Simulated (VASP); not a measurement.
The system is Ag.

```
Ag
1.0
     0.00000    2.04275    2.04275
     2.04275    0.00000    2.04275
     2.04275    2.04275    0.00000
Ag
1
Direct
  0.00000 0.00000 0.00000
```

| Quantity | Value |
| --- | --- |
| Program | VASP 6.6.1 |
| Task | relaxation of cell and atoms |
| Functional | PBEsol |
| Potentials or basis | VASP PAW PBE potentials, release 64 (Ag) |
| Cutoff | 600 eV |
| k mesh | 16 × 16 × 16 |
| Occupations | methfessel-paxton, width 0.1 eV |
| Spin | no spin polarisation |

At the start: pressure -2.8 GPa; volume 17.05 Å³/atom.

Question: Where does the relaxation end?

Answer: Over 3 steps the energy falls by 3.8 meV/atom and the volume is 16.63 Å³/atom (-2.5 %); space group Fm-3m (No. 225, to 0.05 Å).

Step by step:
```tsv
step	energy change (eV)	largest force (eV/Å)	pressure (GPa)	volume (Å³)
1	0.0000	0.0000	-2.79	17.05
2	-0.0017	0.0000	2.30	16.33
3	-0.0038	0.0000	-0.01	16.63
```

Final structure:
```
Ag
1.0
     0.00000    2.02576    2.02576
     2.02576    0.00000    2.02576
     2.02576    2.02576    0.00000
Ag
1
Direct
  0.00000 0.00000 0.00000
```

Caveat: the PAW data sets were made with another functional, which shifts forces and pressure a little.
